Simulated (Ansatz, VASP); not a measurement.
# Cross-check of Nb2Sn2O7 between VASP and Ansatz, part 2 of 3

One calculation is typed for both programs; each brings its own data sets. How far apart do they land? The cell is taken from a series of runs on this material, whose earlier steps may have relaxed, scaled, displaced or heated it; both programs get it as it stands.

VASP 6.6.1 and Ansatz 0.2.0.

So far: The starting structure; Ansatz: dielectric response, LDA.

**3. VASP: dielectric response, LDA**

Level of this step: LDA; plane waves and PAW (Nb_sv, Sn_d, O) (VASP).

The same cell, functional (in two slightly different forms) and mesh now go to VASP, with its own data sets.

Lines of VASP's logs that name or quote its potential files are left out, and so is its time.

INCAR reads:

```
SYSTEM = Nb2Sn2O7
PREC = Accurate
ENCUT = 520
EDIFF = 1E-08
NELM = 120
ISMEAR = 0
SIGMA = 0.01
LREAL = .FALSE.
ALGO = Normal
GGA = CA
NBANDS = 119
LASPH = .TRUE.
LORBIT = 11
LWAVE = .FALSE.
LCHARG = .FALSE.
ISIF = 2
LEPSILON = .TRUE.
GGA_COMPAT = .FALSE.
EFERMI = MIDGAP
KPAR = 4
```

POSCAR reads:

```
Nb2Sn2O7
1.0
    0.0000000000      5.3802950000      5.3802950000
    5.3802950000      0.0000000000      5.3802950000
    5.3802950000      5.3802950000      0.0000000000
Nb Sn O
4 4 14
Direct
    0.1250000000      0.1250000000      0.1250000000
    0.6250000000      0.1250000000      0.1250000000
    0.1250000000      0.1250000000      0.6250000000
    0.1250000000      0.6250000000      0.1250000000
    0.6250000000      0.6250000000      0.1250000000
    0.6250000000      0.6250000000      0.6250000000
    0.1250000000      0.6250000000      0.6250000000
    0.6250000000      0.1250000000      0.6250000000
    0.0610030000      0.4389970000      0.0610030000
    0.0610030000      0.0610030000      0.4389970000
    0.8110030000      0.1889970000      0.8110030000
    0.0610030000      0.4389970000      0.4389970000
    0.1889970000      0.8110030000      0.1889970000
    0.4389970000      0.0610030000      0.0610030000
    0.1889970000      0.1889970000      0.8110030000
    0.1889970000      0.8110030000      0.8110030000
    0.7500000000      0.7500000000      0.7500000000
    0.8110030000      0.1889970000      0.1889970000
    0.4389970000      0.4389970000      0.0610030000
    0.8110030000      0.8110030000      0.1889970000
    0.5000000000      0.5000000000      0.5000000000
    0.4389970000      0.0610030000      0.4389970000
```

KPOINTS reads:

```
Automatic mesh
0
Gamma
4 4 4
0 0 0
```

PAW data sets: Nb_sv, Sn_d and O (LDA family, release 64).

Launch:

```bash
$ mpirun -np 4 vasp_std
```

Output:

```text
[banner, memory and clock lines left out]
running    4 mpi-ranks, on    1 nodes
 distrk:  each k-point on    1 cores,    4 groups
 distr:  one band on    1 cores,    1 groups

 POSCAR found type information on POSCAR NbSnO
 POSCAR found :  3 types and      22 ions
|                                                                             |
|               ----> ADVICE to this user running VASP <----                  |
|                                                                             |
|     You have a (more or less) 'large supercell' and for larger cells it     |
|     might be more efficient to use real-space projection operators.         |
|     Therefore, try LREAL= Auto in the INCAR file.                           |
|     Mind: For very accurate calculation, you might also keep the            |
|     reciprocal projection scheme (i.e. LREAL=.FALSE.).                      |
|                                                                             |

 LDA part: xc-table for (Slater(with rela. corr.)+CA(PZ))
 , standard interpolation
 POSCAR, INCAR and KPOINTS ok, starting setup
 FFT: planning ... GRIDC
 FFT: planning ... GRID_SOFT
 FFT: planning ... GRID
 WAVECAR not read
 entering main loop
       N       E                     dE             d eps       ncg     rms          rms(c)
DAV:   1     0.350391015327E+04    0.35039E+04   -0.84765E+04  2005   0.214E+03
DAV:   2     0.578180596055E+03   -0.29257E+04   -0.27901E+04  2000   0.776E+02
DAV:   3    -0.137177892507E+03   -0.71536E+03   -0.67059E+03  2535   0.320E+02
DAV:   4    -0.221693307985E+03   -0.84515E+02   -0.82773E+02  2680   0.114E+02
DAV:   5    -0.228158949446E+03   -0.64656E+01   -0.64084E+01  3256   0.300E+01    0.386E+01
DAV:   6    -0.191782514969E+03    0.36376E+02   -0.21587E+02  2992   0.638E+01    0.174E+01
DAV:   7    -0.190158512956E+03    0.16240E+01   -0.30235E+01  2816   0.230E+01    0.813E+00
DAV:   8    -0.189835357696E+03    0.32316E+00   -0.27889E+00  3168   0.716E+00    0.473E+00
DAV:   9    -0.189741195675E+03    0.94162E-01   -0.78067E-01  2689   0.351E+00    0.152E+00
DAV:  10    -0.189722047482E+03    0.19148E-01   -0.16251E-01  3032   0.165E+00    0.810E-01
DAV:  11    -0.189720275246E+03    0.17722E-02   -0.44921E-02  2841   0.880E-01    0.455E-01
DAV:  12    -0.189718350989E+03    0.19243E-02   -0.10252E-02  2984   0.392E-01    0.126E-01
DAV:  13    -0.189718405810E+03   -0.54820E-04   -0.18623E-03  2640   0.150E-01    0.472E-02
DAV:  14    -0.189718395729E+03    0.10081E-04   -0.30266E-04  3232   0.882E-02    0.249E-02
DAV:  15    -0.189718391606E+03    0.41227E-05   -0.49550E-05  2720   0.255E-02    0.722E-03
DAV:  16    -0.189718392104E+03   -0.49751E-06   -0.70195E-06  3096   0.971E-03    0.341E-03
DAV:  17    -0.189718391985E+03    0.11834E-06   -0.68886E-07  2960   0.354E-03    0.930E-04
DAV:  18    -0.189718391980E+03    0.58644E-08   -0.81039E-08  2336   0.104E-03
   1 F= -.18971839E+03 E0= -.18971839E+03  d E =0.000000E+00
 Linear response reoptimize wavefunctions to high precision
DAV:   1    -0.189718391981E+03   -0.10696E-08   -0.83394E-09  1304   0.487E-04
DAV:   2    -0.189718391981E+03   -0.31287E-09   -0.28074E-09  1248   0.331E-04
DAV:   3    -0.189718391981E+03   -0.29104E-10   -0.14804E-09  1176   0.221E-04
 Linear response G [H, r] |phi>, progress :
  Direction:   1
       N       E                     dE             d eps       ncg     rms
RMM:   1    -0.683930524465E+03   -0.68393E+03    0.25742E+03  2868   0.391E+02
RMM:   2    -0.630448225368E+03    0.53482E+02   -0.69530E+02  3858   0.889E+01
RMM:   3    -0.645416122769E+03   -0.14968E+02   -0.14532E+02  4538   0.281E+01
RMM:   4    -0.652589495517E+03   -0.71734E+01   -0.28205E+01  4863   0.113E+01
RMM:   5    -0.654445763687E+03   -0.18563E+01   -0.72806E+00  5225   0.528E+00
RMM:   6    -0.654929524887E+03   -0.48376E+00   -0.19984E+00  5300   0.280E+00
RMM:   7    -0.655103907547E+03   -0.17438E+00   -0.63653E-01  5451   0.157E+00
RMM:   8    -0.655168976469E+03   -0.65069E-01   -0.29257E-01  5408   0.947E-01
RMM:   9    -0.655190841996E+03   -0.21866E-01   -0.12220E-01  5364   0.570E-01
RMM:  10    -0.655200110835E+03   -0.92688E-02   -0.93069E-02  5353   0.357E-01
RMM:  11    -0.655203126707E+03   -0.30159E-02   -0.63484E-02  5295   0.232E-01
RMM:  12    -0.655204138882E+03   -0.10122E-02   -0.73039E-02  5300   0.161E-01
RMM:  13    -0.655204217249E+03   -0.78367E-04   -0.73133E-02  5235   0.120E-01
RMM:  14    -0.655204828697E+03   -0.61145E-03   -0.80520E-02  5192   0.984E-02
RMM:  15    -0.655203521049E+03    0.13076E-02   -0.60728E-02  5173   0.858E-02
RMM:  16    -0.655204753085E+03   -0.12320E-02   -0.78974E-02  5096   0.782E-02
RMM:  17    -0.655204444786E+03    0.30830E-03   -0.66230E-02  5085   0.743E-02
[...]
RMM:  20    -0.811797620529E+01   -0.38203E-04    0.37105E-05  7411   0.552E-03    0.623E-04
RMM:  21    -0.811800648738E+01   -0.30282E-04    0.49640E-05  7499   0.513E-03    0.756E-04
RMM:  22    -0.811799421249E+01    0.12275E-04    0.52783E-05  7458   0.479E-03    0.832E-05
RMM:  23    -0.811798652342E+01    0.76891E-05    0.79777E-05  7543   0.462E-03    0.256E-04
RMM:  24    -0.811799830264E+01   -0.11779E-04    0.61853E-05  7432   0.456E-03    0.150E-04
RMM:  25    -0.811799553162E+01    0.27710E-05    0.78490E-05  7485   0.447E-03    0.709E-05
RMM:  26    -0.811799641791E+01   -0.88629E-06    0.81431E-05  7510   0.444E-03    0.625E-05
RMM:  27    -0.811799793475E+01   -0.15168E-05    0.72953E-05  7577   0.442E-03    0.100E-04
RMM:  28    -0.811799542129E+01    0.25135E-05    0.87781E-05  7601   0.441E-03    0.243E-05
RMM:  29    -0.811799678422E+01   -0.13629E-05    0.76736E-05  7654   0.441E-03    0.735E-05
RMM:  30    -0.811799407983E+01    0.27044E-05    0.92664E-05  7707   0.440E-03    0.397E-05
RMM:  31    -0.811799548914E+01   -0.14093E-05    0.77703E-05  7769   0.440E-03    0.750E-05
RMM:  32    -0.811799373879E+01    0.17504E-05    0.97167E-05  7772   0.440E-03    0.451E-05
RMM:  33    -0.811799496424E+01   -0.12254E-05    0.84314E-05  7855   0.441E-03    0.761E-05
[...]
RMM:  66    -0.811799410789E+01    0.42881E-06    0.95000E-05  8377   0.442E-03    0.446E-05
RMM:  67    -0.811799410785E+01    0.36756E-10    0.93491E-05  8385   0.441E-03    0.600E-05
RMM:  68    -0.811799462218E+01   -0.51433E-06    0.93641E-05  8397   0.443E-03    0.442E-05
RMM:  69    -0.811799489032E+01   -0.26814E-06    0.92210E-05  8398   0.441E-03    0.581E-05
RMM:  70    -0.811799454137E+01    0.34895E-06    0.96245E-05  8398   0.442E-03    0.450E-05
RMM:  71    -0.811799487732E+01   -0.33595E-06    0.93097E-05  8395   0.441E-03    0.591E-05
RMM:  72    -0.811799422015E+01    0.65717E-06    0.10010E-04  8408   0.442E-03    0.463E-05
RMM:  73    -0.811799513255E+01   -0.91240E-06    0.94523E-05  8408   0.442E-03    0.516E-05
 change of polarisation eV/A/(eV/A) component  1 :    15.769     1.500     0.197
 dielectric tensor                  component  1 :    10.161     0.871     0.114
 Linear response to external field, progress :
  Direction:   2
       N       E                     dE             d eps       ncg     rms          rms(c)
RMM:   1    -0.222317664936E+01   -0.22232E+01    0.27114E+00  4618   0.130E+01
RMM:   2    -0.804248977772E+01   -0.58193E+01    0.45305E-02  5733   0.389E+00    0.372E+00
RMM:   3    -0.798445506191E+01    0.58035E-01   -0.98599E-01  6160   0.238E+00    0.190E+00
RMM:   4    -0.802241865695E+01   -0.37964E-01   -0.27811E-01  6926   0.133E+00    0.841E-01
RMM:   5    -0.806802405980E+01   -0.45605E-01   -0.53691E-02  7586   0.603E-01    0.465E-01
RMM:   6    -0.810896861985E+01   -0.40945E-01   -0.19248E-02  7472   0.347E-01    0.903E-02
RMM:   7    -0.811319496020E+01   -0.42263E-02   -0.79230E-03  7945   0.185E-01    0.608E-02
RMM:   8    -0.811617522224E+01   -0.29803E-02   -0.30191E-03  8150   0.115E-01    0.265E-02
RMM:   9    -0.811702780262E+01   -0.85258E-03   -0.17133E-03  8241   0.784E-02    0.163E-02
RMM:  10    -0.811728837190E+01   -0.26057E-03   -0.66637E-04  8370   0.542E-02    0.891E-03
RMM:  11    -0.811753041146E+01   -0.24204E-03   -0.42465E-04  8648   0.374E-02    0.738E-03
RMM:  12    -0.811776295004E+01   -0.23254E-03   -0.19473E-04  8516   0.269E-02    0.358E-03
RMM:  13    -0.811779831867E+01   -0.35369E-04   -0.12826E-04  8424   0.198E-02    0.125E-03
RMM:  14    -0.811784613183E+01   -0.47813E-04   -0.99787E-05  8628   0.147E-02    0.167E-03
RMM:  15    -0.811786586302E+01   -0.19731E-04   -0.76403E-05  8443   0.114E-02    0.769E-04
RMM:  16    -0.811787475375E+01   -0.88907E-05   -0.76258E-05  8521   0.902E-03    0.887E-04
RMM:  17    -0.811788016178E+01   -0.54080E-05   -0.87177E-05  8330   0.751E-03    0.990E-04
RMM:  18    -0.811786175082E+01    0.18411E-04   -0.97405E-05  8008   0.651E-03    0.205E-03
RMM:  19    -0.811786171949E+01    0.31338E-07   -0.68600E-05  8193   0.574E-03    0.220E-03
RMM:  20    -0.811786420957E+01   -0.24901E-05   -0.10153E-04  7966   0.525E-03    0.246E-03
RMM:  21    -0.811785906881E+01    0.51408E-05   -0.78093E-05  7588   0.496E-03    0.235E-03
 change of polarisation eV/A/(eV/A) component  2 :     1.896    15.769    -0.197
 dielectric tensor                  component  2 :     1.101    10.160    -0.114
 Linear response to external field, progress :
  Direction:   3
       N       E                     dE             d eps       ncg     rms          rms(c)
RMM:   1    -0.222107253705E+01   -0.22211E+01    0.27325E+00  4617   0.130E+01
RMM:   2    -0.804101202690E+01   -0.58199E+01    0.58341E-02  5741   0.389E+00    0.372E+00
RMM:   3    -0.798450619853E+01    0.56506E-01   -0.98787E-01  6167   0.239E+00    0.190E+00
RMM:   4    -0.802235566218E+01   -0.37849E-01   -0.27828E-01  6933   0.133E+00    0.841E-01
RMM:   5    -0.806796284759E+01   -0.45607E-01   -0.53643E-02  7569   0.603E-01    0.465E-01
RMM:   6    -0.810891467962E+01   -0.40952E-01   -0.19186E-02  7473   0.347E-01    0.902E-02
RMM:   7    -0.811315650068E+01   -0.42418E-02   -0.79635E-03  7949   0.185E-01    0.607E-02
RMM:   8    -0.811613674580E+01   -0.29802E-02   -0.30104E-03  8137   0.115E-01    0.264E-02
RMM:   9    -0.811698295435E+01   -0.84621E-03   -0.17057E-03  8244   0.785E-02    0.161E-02
RMM:  10    -0.811725026008E+01   -0.26731E-03   -0.65956E-04  8377   0.541E-02    0.884E-03
RMM:  11    -0.811750261691E+01   -0.25236E-03   -0.40364E-04  8623   0.374E-02    0.682E-03
RMM:  12    -0.811778491378E+01   -0.28230E-03   -0.18089E-04  8423   0.272E-02    0.225E-03
RMM:  13    -0.811771035093E+01    0.74563E-04   -0.11328E-04  8528   0.196E-02    0.305E-03
RMM:  14    -0.811781458131E+01   -0.10423E-03   -0.89912E-05  8459   0.151E-02    0.177E-03
RMM:  15    -0.811783365188E+01   -0.19071E-04   -0.77416E-05  8456   0.115E-02    0.699E-04
RMM:  16    -0.811780096974E+01    0.32682E-04   -0.78932E-05  8405   0.922E-03    0.198E-03
RMM:  17    -0.811780728820E+01   -0.63185E-05   -0.60964E-05  8468   0.758E-03    0.205E-03
RMM:  18    -0.811779705561E+01    0.10233E-04   -0.76872E-05  8257   0.652E-03    0.302E-03
RMM:  19    -0.811781751195E+01   -0.20456E-04   -0.54513E-05  7791   0.589E-03    0.206E-03
RMM:  20    -0.811783795052E+01   -0.20439E-04   -0.76975E-05  7802   0.533E-03    0.151E-03
RMM:  21    -0.811784047438E+01   -0.25239E-05   -0.58440E-05  7892   0.493E-03    0.146E-03
RMM:  22    -0.811784339150E+01   -0.29171E-05   -0.72563E-05  7685   0.472E-03    0.157E-03
RMM:  23    -0.811783877616E+01    0.46153E-05   -0.68856E-05  7664   0.457E-03    0.174E-03
 change of polarisation eV/A/(eV/A) component  3 :     0.583     1.116    15.769
 dielectric tensor                  component  3 :     0.339     0.648    10.161
 Born effective charges drift removed
```

(Part 2 of 3 ends here.)

[Lines on the potential files, build, host, timing and source positions are cut from VASP's logs without a mark.]

[Logs are printed without paths, hosts, clocks, repeated set-up lines and the standing remarks that a program may print on its own settings, such as how far it seeks lower states.]

[Hosts, paths, dates, database ids (printed as entryN), source tags and the programs' standing remarks are cut or masked in the printed files.]
